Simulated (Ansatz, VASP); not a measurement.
# Cross-check of SnH2 between VASP and Ansatz

Wanted: the spread between two codes on one cell, functional and k mesh. The cell is generated by rule, not measured, and may not be a known phase. The cell is taken from a series of runs on this material, whose earlier steps may have relaxed, scaled, displaced or heated it; both programs get it as it stands.

Calculated with Ansatz 0.2.0; plane waves, with VASP 6.6.1 beside it; zone-centre phonons at PBE.

The structure was built from a prototype and need not be the compound's stable phase.

**1. The structure**

It takes space group P4_2/mnm (No. 136, tetragonal). Conventional cell: a = 4.858 Å, b = 4.858 Å, c = 3.642 Å, α = 90.00°, β = 90.00°, γ = 90.00°. Nearest to Sn lie 6 H at 2.14 to 2.24 Å. H has 3 Sn at 2.14 to 2.24 Å nearest. Farther neighbours are not listed.

As a file:

```xyz
6
Lattice="4.8576 0.0000 0.0000 0.0000 4.8576 0.0000 0.0000 0.0000 3.6420" Properties=species:S:1:pos:R:3 pbc="T T T"
Sn    0.0000    0.0000    0.0000
Sn    2.4288    2.4288    1.8210
H     1.5111    1.5111    0.0000
H     3.3465    3.3465    0.0000
H     3.9399    0.9177    1.8210
H     0.9177    3.9399    1.8210
```

**2. VASP: zone-centre phonons, PBE**

Second derivatives magnify differences that forces hide, and they need a tight electronic threshold.

Lines of VASP's logs that name or quote its potential files are left out, and so is its time.

Contents of INCAR:

```
SYSTEM = SnH2
PREC = Accurate
ENCUT = 500
EDIFF = 1E-08
NELM = 120
ISMEAR = 1
SIGMA = 0.2
LREAL = .FALSE.
ALGO = Normal
GGA = PE
NBANDS = 22
LORBIT = 11
LWAVE = .FALSE.
LCHARG = .FALSE.
ISIF = 2
IBRION = 8
LASPH = .TRUE.
GGA_COMPAT = .FALSE.
KPAR = 2
```

Contents of POSCAR:

```
SnH2
1.0
    4.8575969519      0.0000000000      0.0000000000
    0.0000000000      4.8575969519      0.0000000000
    0.0000000000      0.0000000000      3.6419952209
Sn H
2 4
Direct
    0.0000000000      0.0000000000      0.0000000000
    0.5000000000      0.5000000000      0.5000000000
    0.3110725174      0.3110725174      0.0000000000
    0.6889274826      0.6889274826      0.0000000000
    0.8110725174      0.1889274826      0.5000000000
    0.1889274826      0.8110725174      0.5000000000
```

Contents of KPOINTS:

```
Automatic mesh
0
Gamma
8 8 12
0 0 0
```

PAW data sets: Sn_d and H (PBE family, release 64).

Started as:

```
mpirun -np 2 vasp_std
```

Numbers of over 12 decimals in the logs are rounded to 6 here.

Output:

```text
[banner, memory and clock lines left out]
running    2 mpi-ranks, on    1 nodes
 distrk:  each k-point on    1 cores,    2 groups
 distr:  one band on    1 cores,    1 groups

 POSCAR found type information on POSCAR SnH
 POSCAR found :  2 types and       6 ions
 LDA part: xc-table for (Slater+PW92), standard interpolation
 POSCAR, INCAR and KPOINTS ok, starting setup
 FFT: planning ... GRIDC
 FFT: planning ... GRID_SOFT
 FFT: planning ... GRID
 WAVECAR not read
 entering main loop
       N       E                     dE             d eps       ncg     rms          rms(c)
DAV:   1     0.240904648155E+03    0.24090E+03   -0.15668E+04  4662   0.189E+03
DAV:   2     0.812407938822E+01   -0.23278E+03   -0.22509E+03  4686   0.446E+02
DAV:   3    -0.181506310401E+02   -0.26275E+02   -0.25670E+02  5640   0.143E+02
DAV:   4    -0.190965063258E+02   -0.94588E+00   -0.94186E+00  5040   0.295E+01
DAV:   5    -0.191320615615E+02   -0.35555E-01   -0.35549E-01  6856   0.549E+00    0.494E+00
DAV:   6    -0.185030222235E+02    0.62904E+00   -0.44173E-01  5944   0.551E+00    0.233E+00
DAV:   7    -0.183812810421E+02    0.12174E+00   -0.49205E-01  5402   0.377E+00    0.516E-01
DAV:   8    -0.183871489169E+02   -0.58679E-02   -0.45973E-02  5216   0.228E+00    0.191E-01
DAV:   9    -0.183870218307E+02    0.12709E-03   -0.35294E-03  5880   0.733E-01    0.936E-02
DAV:  10    -0.183870792512E+02   -0.57420E-04   -0.70156E-04  4880   0.184E-01    0.410E-02
DAV:  11    -0.183871068143E+02   -0.27563E-04   -0.27053E-04  5500   0.150E-01    0.240E-02
DAV:  12    -0.183870955359E+02    0.11278E-04   -0.34788E-05  5182   0.526E-02    0.995E-03
DAV:  13    -0.183870932803E+02    0.22556E-05   -0.82153E-06  6304   0.199E-02    0.153E-03
DAV:  14    -0.183870933942E+02   -0.11395E-06   -0.72150E-07  4992   0.556E-03    0.246E-04
DAV:  15    -0.183870933049E+02    0.89301E-07   -0.39514E-08  4726   0.193E-03    0.344E-04
DAV:  16    -0.183870933631E+02   -0.58228E-07   -0.11100E-08  2920   0.119E-03    0.669E-05
DAV:  17    -0.183870933709E+02   -0.77835E-08   -0.28758E-09  2628   0.401E-04
   1 F= -.18387093E+02 E0= -.18387637E+02  d E =0.163025E-02
 Linear response reoptimize wavefunctions to high precision
DAV:   1    -0.183870933741E+02   -0.31373E-08   -0.53251E-10  2616   0.248E-04
DAV:   2    -0.183870933741E+02    0.00000E+00   -0.16908E-10  2544   0.118E-04
 Linear response DOF=           4
 Linear response progress:
  Degree of freedom:   1/  4
       N       E                     dE             d eps       ncg     rms          rms(c)
RMM:   1    -0.218600968476E+00   -0.21860E+00    0.34324E-01 13142   0.919E+00
RMM:   2    -0.224200199382E+00   -0.55992E-02   -0.15537E-02 18619   0.968E-01    0.512E-02
RMM:   3    -0.224159610210E+00    0.40589E-04   -0.12680E-03 19535   0.265E-01    0.242E-02
RMM:   4    -0.223963471745E+00    0.19614E-03   -0.14205E-04 19817   0.774E-02    0.123E-02
RMM:   5    -0.223917596370E+00    0.45875E-04   -0.19948E-05 19752   0.254E-02    0.543E-03
RMM:   6    -0.223913405322E+00    0.41910E-05   -0.13794E-05 19852   0.881E-03    0.184E-03
RMM:   7    -0.223922588896E+00   -0.91836E-05    0.73784E-06 20400   0.314E-03    0.347E-04
RMM:   8    -0.223921879388E+00    0.70951E-06   -0.21006E-06 20325   0.117E-03    0.146E-04
RMM:   9    -0.223922426898E+00   -0.54751E-06    0.14251E-06 20988   0.465E-04    0.239E-05
RMM:  10    -0.223922894661E+00   -0.46776E-06    0.92750E-07 21848   0.197E-04    0.117E-05
RMM:  11    -0.223923035564E+00   -0.14090E-06    0.65953E-07 21509   0.971E-05    0.405E-06
RMM:  12    -0.223923098228E+00   -0.62664E-07    0.35883E-07 21415   0.560E-05    0.130E-06
RMM:  13    -0.223923119841E+00   -0.21613E-07    0.18925E-07 21441   0.369E-05    0.643E-07
RMM:  14    -0.223923133257E+00   -0.13416E-07    0.12918E-07 17479   0.277E-05    0.240E-07
RMM:  15    -0.223923135947E+00   -0.26898E-08    0.13595E-07 14035   0.232E-05    0.132E-07
RMM:  16    -0.223923143809E+00   -0.78622E-08    0.45572E-08 11227   0.209E-05    0.765E-08
 first order change of Fermi-energy  -0.58291E-04
 force on displaced ion       1 direction 1 :  -3.925   0.073   0.000
 Linear response progress:
  Degree of freedom:   2/  4
       N       E                     dE             d eps       ncg     rms          rms(c)
RMM:   1    -0.211636367592E+00   -0.21164E+00    0.27289E-01  8191   0.862E+00
RMM:   2    -0.216628094340E+00   -0.49917E-02   -0.14533E-02 11405   0.923E-01    0.522E-02
RMM:   3    -0.216540340380E+00    0.87754E-04   -0.11877E-03 11880   0.252E-01    0.265E-02
RMM:   4    -0.216287515782E+00    0.25282E-03   -0.10022E-04 12160   0.756E-02    0.100E-02
RMM:   5    -0.216228283421E+00    0.59232E-04   -0.12438E-05 12005   0.238E-02    0.364E-03
RMM:   6    -0.216223902257E+00    0.43812E-05    0.85494E-07 12269   0.825E-03    0.118E-03
RMM:   7    -0.216231067652E+00   -0.71654E-05   -0.43329E-09 12439   0.295E-03    0.348E-04
RMM:   8    -0.216227490977E+00    0.35767E-05    0.21636E-06 12352   0.123E-03    0.529E-05
RMM:   9    -0.216227527406E+00   -0.36429E-07    0.95266E-07 12973   0.502E-04    0.195E-05
RMM:  10    -0.216227583178E+00   -0.55772E-07    0.10793E-06 13031   0.233E-04    0.138E-05
RMM:  11    -0.216227466648E+00    0.11653E-06   -0.92344E-08 12669   0.132E-04    0.442E-06
RMM:  12    -0.216227424495E+00    0.42153E-07    0.54871E-08 13405   0.771E-05    0.352E-06
RMM:  13    -0.216227416620E+00    0.78748E-08    0.11635E-07 10887   0.508E-05    0.359E-06
RMM:  14    -0.216227440563E+00   -0.23943E-07    0.74149E-08  9592   0.371E-05    0.610E-06
RMM:  15    -0.216227366844E+00    0.73718E-07    0.55344E-08 10839   0.300E-05    0.799E-07
RMM:  16    -0.216227365463E+00    0.13813E-08    0.30186E-08  7581   0.241E-05    0.979E-07
 first order change of Fermi-energy   0.12148E-03
 force on displaced ion       1 direction 3 :  -0.000   0.000   0.180
 Linear response progress:
  Degree of freedom:   3/  4
       N       E                     dE             d eps       ncg     rms          rms(c)
RMM:   1    -0.166365910116E-01   -0.16637E-01   -0.99827E-03 18532   0.563E-01
RMM:   2    -0.156145184981E-01    0.10221E-02   -0.11065E-03 16431   0.189E-01    0.670E-02
RMM:   3    -0.159044765222E-01   -0.28996E-03   -0.13753E-04 17192   0.661E-02    0.381E-02
RMM:   4    -0.164203814853E-01   -0.51590E-03   -0.33626E-05 18889   0.375E-02    0.681E-03
RMM:   5    -0.165280567184E-01   -0.10768E-03    0.16412E-06 19989   0.928E-03    0.195E-03
RMM:   6    -0.165390755693E-01   -0.11019E-04    0.15712E-06 17356   0.366E-03    0.566E-04
RMM:   7    -0.165422371426E-01   -0.31616E-05    0.70385E-08 19720   0.149E-03    0.317E-04
RMM:   8    -0.165422738450E-01   -0.36702E-07    0.10662E-07 19387   0.427E-04    0.147E-04
RMM:   9    -0.165423898682E-01   -0.11602E-06   -0.28831E-08 19318   0.154E-04    0.312E-05
RMM:  10    -0.165422992564E-01    0.90612E-07    0.26317E-08 20074   0.571E-05    0.757E-06
RMM:  11    -0.165423194331E-01   -0.20177E-07   -0.17648E-09 19542   0.222E-05    0.276E-06
RMM:  12    -0.165423122345E-01    0.71986E-08    0.24547E-09 20792   0.954E-06    0.788E-07
 first order change of Fermi-energy   0.12048E+00
 force on displaced ion       3 direction 1 :  -1.095  -0.300   0.000
 Linear response progress:
  Degree of freedom:   4/  4
       N       E                     dE             d eps       ncg     rms          rms(c)
RMM:   1    -0.164258918141E-01   -0.16426E-01   -0.42273E-03 16758   0.570E-01
RMM:   2    -0.154792327886E-01    0.94666E-03   -0.80682E-04 15261   0.146E-01    0.683E-02
RMM:   3    -0.158147307565E-01   -0.33550E-03   -0.64793E-05 17707   0.464E-02    0.393E-02
RMM:   4    -0.164254206860E-01   -0.61069E-03   -0.52155E-05 16998   0.395E-02    0.388E-03
RMM:   5    -0.164778358521E-01   -0.52415E-04   -0.54017E-07 18463   0.888E-03    0.144E-03
RMM:   6    -0.164763556682E-01    0.14802E-05   -0.66929E-08 18259   0.205E-03    0.902E-04
RMM:   7    -0.164782883000E-01   -0.19326E-05   -0.28711E-08 18198   0.657E-04    0.118E-04
RMM:   8    -0.164780177547E-01    0.27055E-06    0.44713E-09 18994   0.177E-04    0.266E-05
RMM:   9    -0.164780189201E-01   -0.11653E-08   -0.60880E-09 18603   0.532E-05    0.456E-06
 first order change of Fermi-energy  -0.84404E-04
 force on displaced ion       3 direction 3 :  -0.003  -0.003  -0.209
 Linear response finished
```

From OUTCAR (step 2):

```text
ion  position               nearest neighbor table
   1  0.000  0.000  0.000-   3 2.14   4 2.14   5 2.24   6 2.24   5 2.24   6 2.24
   2  0.500  0.500  0.500-   5 2.14   6 2.14   3 2.24   4 2.24   3 2.24   4 2.24
   3  0.311  0.311  0.000-   1 2.14   2 2.24   2 2.24
   4  0.689  0.689  0.000-   1 2.14   2 2.24   2 2.24
   5  0.811  0.189  0.500-   2 2.14   1 2.24   1 2.24
   6  0.189  0.811  0.500-   2 2.14   1 2.24   1 2.24

  LATTYP: Found a simple tetragonal cell.
 ALAT       =     4.8575969519
 C/A-ratio  =     0.7497524510

 Subroutine GETGRP returns: Found 16 space group operations
 (whereof  8 operations were pure point group operations)

The static configuration has the point symmetry D_2h.
 The point group associated with its full space group is D_4h.

 Found    105 irreducible k-points:

   k-points           NKPTS =    105   k-points in BZ     NKDIM =    105   number of bands    NBANDS=     22

   dimension x,y,z NGX =    36 NGY =   36 NGZ =   28
   dimension x,y,z NGXF=    72 NGYF=   72 NGZF=   56

   ENCUT  =  500.0 eV  36.75 Ry    6.06 a.u.   8.86  8.86  6.64*2*pi/ulx,y,z

   NELECT =      32.0000    total number of electrons

 k-points in reciprocal lattice and weights: Automatic mesh
   0.00000000  0.00000000  0.00000000       0.001
   0.12500000  0.00000000  0.00000000       0.005
   0.25000000  0.00000000  0.00000000       0.005
   0.37500000  0.00000000  0.00000000       0.005
   0.50000000  0.00000000  0.00000000       0.003
   0.12500000  0.12500000  0.00000000       0.005
   0.25000000  0.12500000  0.00000000       0.010
   0.37500000  0.12500000  0.00000000       0.010
   0.50000000  0.12500000  0.00000000       0.005
[...]
-----------------------------------------------------------------------------------
    total drift:                                0.000000      0.000000      0.000000

 Eigenvectors and eigenvalues of the dynamical matrix
 ----------------------------------------------------

   1 f  =   29.452489 THz   185.055449 2PiTHz  982.429301 cm-1   121.805654 meV
             X         Y         Z           dx          dy          dz
      0.000000  0.000000  0.000000    -0.000000    0.000000    0.000000
      2.428798  2.428798  1.820998     0.000000   -0.000000    0.000000
      1.511065  1.511065  0.000000     0.353553    0.353553    0.000000
      3.346532  3.346532  0.000000    -0.353553   -0.353553    0.000000
      3.939863  0.917734  1.820998     0.353553   -0.353553   -0.000000
      0.917734  3.939863  1.820998    -0.353553    0.353553    0.000000

   2 f  =   19.895601 THz   125.007750 2PiTHz  663.645825 cm-1    82.281559 meV
             X         Y         Z           dx          dy          dz
      0.000000  0.000000  0.000000     0.000000    0.000000    0.000000
      2.428798  2.428798  1.820998     0.000000   -0.000000   -0.000000
      1.511065  1.511065  0.000000    -0.353553   -0.353553   -0.000000
      3.346532  3.346532  0.000000     0.353553    0.353553    0.000000
      3.939863  0.917734  1.820998     0.353553   -0.353553   -0.000000
      0.917734  3.939863  1.820998    -0.353553    0.353553    0.000000

   3 f  =   18.674207 THz   117.333504 2PiTHz  622.904500 cm-1    77.230280 meV
             X         Y         Z           dx          dy          dz
      0.000000  0.000000  0.000000     0.000000    0.000000   -0.000000
      2.428798  2.428798  1.820998     0.000000   -0.000000   -0.000000
      1.511065  1.511065  0.000000    -0.353553    0.353553    0.000000
      3.346532  3.346532  0.000000     0.353553   -0.353553   -0.000000
      3.939863  0.917734  1.820998     0.353553    0.353553   -0.000000
      0.917734  3.939863  1.820998    -0.353553   -0.353553    0.000000

   4 f  =   17.124209 THz   107.594577 2PiTHz  571.202122 cm-1    70.820005 meV
             X         Y         Z           dx          dy          dz
      0.000000  0.000000  0.000000    -0.000000   -0.000000   -0.000000
      2.428798  2.428798  1.820998    -0.000000    0.000000    0.000000
      1.511065  1.511065  0.000000     0.000000    0.000000   -0.707107
      3.346532  3.346532  0.000000     0.000000   -0.000000    0.707107
      3.939863  0.917734  1.820998     0.000000    0.000000   -0.000000
      0.917734  3.939863  1.820998    -0.000000   -0.000000    0.000000

   5 f  =   17.124209 THz   107.594577 2PiTHz  571.202122 cm-1    70.820005 meV
             X         Y         Z           dx          dy          dz
      0.000000  0.000000  0.000000     0.000000    0.000000   -0.000000
      2.428798  2.428798  1.820998     0.000000    0.000000    0.000000
      1.511065  1.511065  0.000000    -0.000000    0.000000   -0.000000
      3.346532  3.346532  0.000000     0.000000   -0.000000   -0.000000
      3.939863  0.917734  1.820998     0.000000   -0.000000    0.707107
      0.917734  3.939863  1.820998    -0.000000   -0.000000   -0.707107

   6 f  =   13.600285 THz    85.453113 2PiTHz  453.656687 cm-1    56.246235 meV
             X         Y         Z           dx          dy          dz
      0.000000  0.000000  0.000000    -0.001517    0.033926   -0.000000
      2.428798  2.428798  1.820998    -0.071888    0.079477    0.000000
      1.511065  1.511065  0.000000     0.482465   -0.488732    0.000000
      3.346532  3.346532  0.000000     0.482465   -0.488732   -0.000000
      3.939863  0.917734  1.820998    -0.089339   -0.118609    0.000000
      0.917734  3.939863  1.820998    -0.089339   -0.118609    0.000000

   7 f  =   13.600285 THz    85.453113 2PiTHz  453.656687 cm-1    56.246235 meV
             X         Y         Z           dx          dy          dz
      0.000000  0.000000  0.000000    -0.079477   -0.071888    0.000000
      2.428798  2.428798  1.820998    -0.033926   -0.001517    0.000000
      1.511065  1.511065  0.000000     0.118609   -0.089339    0.000000
      3.346532  3.346532  0.000000     0.118609   -0.089339   -0.000000
      3.939863  0.917734  1.820998     0.488732    0.482465   -0.000000
      0.917734  3.939863  1.820998     0.488732    0.482465   -0.000000

   8 f  =    7.996220 THz    50.241731 2PiTHz  266.725183 cm-1    33.069693 meV
             X         Y         Z           dx          dy          dz
      0.000000  0.000000  0.000000     0.000000   -0.000000   -0.000000
      2.428798  2.428798  1.820998     0.000000    0.000000    0.000000
      1.511065  1.511065  0.000000     0.353553   -0.353553    0.000000
      3.346532  3.346532  0.000000    -0.353553    0.353553    0.000000
      3.939863  0.917734  1.820998     0.353553    0.353553    0.000000
      0.917734  3.939863  1.820998    -0.353553   -0.353553    0.000000

   9 f  =    7.377042 THz    46.351324 2PiTHz  246.071645 cm-1    30.508982 meV
             X         Y         Z           dx          dy          dz
      0.000000  0.000000  0.000000     0.138638   -0.214825    0.000000
      2.428798  2.428798  1.820998    -0.020560    0.165384   -0.000000
      1.511065  1.511065  0.000000    -0.171230   -0.189741    0.000000
      3.346532  3.346532  0.000000    -0.171230   -0.189741   -0.000000
      3.939863  0.917734  1.820998    -0.436706    0.444291   -0.000000
      0.917734  3.939863  1.820998    -0.436706    0.444291   -0.000000

  10 f  =    7.377042 THz    46.351324 2PiTHz  246.071645 cm-1    30.508982 meV
             X         Y         Z           dx          dy          dz
      0.000000  0.000000  0.000000    -0.165384   -0.020560   -0.000000
      2.428798  2.428798  1.820998     0.214825    0.138638   -0.000000
      1.511065  1.511065  0.000000    -0.444291   -0.436706    0.000000
      3.346532  3.346532  0.000000    -0.444291   -0.436706   -0.000000
      3.939863  0.917734  1.820998     0.189741   -0.171230    0.000000
      0.917734  3.939863  1.820998     0.189741   -0.171230    0.000000

  11 f  =    3.098701 THz    19.469714 2PiTHz  103.361546 cm-1    12.815193 meV
             X         Y         Z           dx          dy          dz
      0.000000  0.000000  0.000000     0.510877   -0.413288   -0.000000
      2.428798  2.428798  1.820998    -0.534125    0.441702    0.000000
      1.511065  1.511065  0.000000    -0.048262    0.019565    0.000000
      3.346532  3.346532  0.000000    -0.048262    0.019565    0.000000
      3.939863  0.917734  1.820998     0.146864   -0.140081   -0.000000
      0.917734  3.939863  1.820998     0.146864   -0.140081   -0.000000

  12 f  =    3.098701 THz    19.469714 2PiTHz  103.361546 cm-1    12.815193 meV
             X         Y         Z           dx          dy          dz
      0.000000  0.000000  0.000000    -0.441702   -0.534125   -0.000000
      2.428798  2.428798  1.820998     0.413288    0.510877    0.000000
      1.511065  1.511065  0.000000     0.140081    0.146864    0.000000
      3.346532  3.346532  0.000000     0.140081    0.146864    0.000000
      3.939863  0.917734  1.820998    -0.019565   -0.048262    0.000000
      0.917734  3.939863  1.820998    -0.019565   -0.048262    0.000000

  13 f  =    2.170631 THz    13.638477 2PiTHz   72.404457 cm-1     8.977004 meV
             X         Y         Z           dx          dy          dz
      0.000000  0.000000  0.000000    -0.000000    0.000000   -0.702475
      2.428798  2.428798  1.820998     0.000000   -0.000000    0.702475
      1.511065  1.511065  0.000000     0.000000   -0.000000    0.057133
      3.346532  3.346532  0.000000     0.000000    0.000000    0.057133
      3.939863  0.917734  1.820998    -0.000000    0.000000   -0.057133
      0.917734  3.939863  1.820998    -0.000000    0.000000   -0.057133
    [... 43 further lines ...]
      3.939863  0.917734  1.820998     0.000000    0.000000    0.496725
      0.917734  3.939863  1.820998     0.000000    0.000000    0.496725

 ELASTIC MODULI CONTR FROM IONIC RELAXATION (kBar)
 Direction    XX          YY          ZZ          XY          YZ          ZX
 --------------------------------------------------------------------------------
 XX         -62.6205    -15.5784     87.2769     -0.0000      0.0000      0.0000
 YY         -15.5784    -62.6205     87.2769      0.0000      0.0000     -0.0000
 ZZ          87.2769     87.2769   -194.8177      0.0000     -0.0000      0.0000
 XY          -0.0000      0.0000      0.0000    -58.1563     -0.0000     -0.0000
 YZ           0.0000      0.0000     -0.0000     -0.0000    -81.3898     -0.0000
 ZX           0.0000     -0.0000      0.0000     -0.0000     -0.0000    -81.3331
 --------------------------------------------------------------------------------
```

[end of part 1 of 2]

[Lines on the potential files, build, host, timing and source positions are cut from VASP's logs without a mark.]

[Logs are printed without paths, hosts, clocks, repeated set-up lines and the standing remarks that a program may print on its own settings, such as how far it seeks lower states.]

[Hosts, paths, dates, database ids (printed as entryN), source tags and the programs' standing remarks are cut or masked in the printed files.]
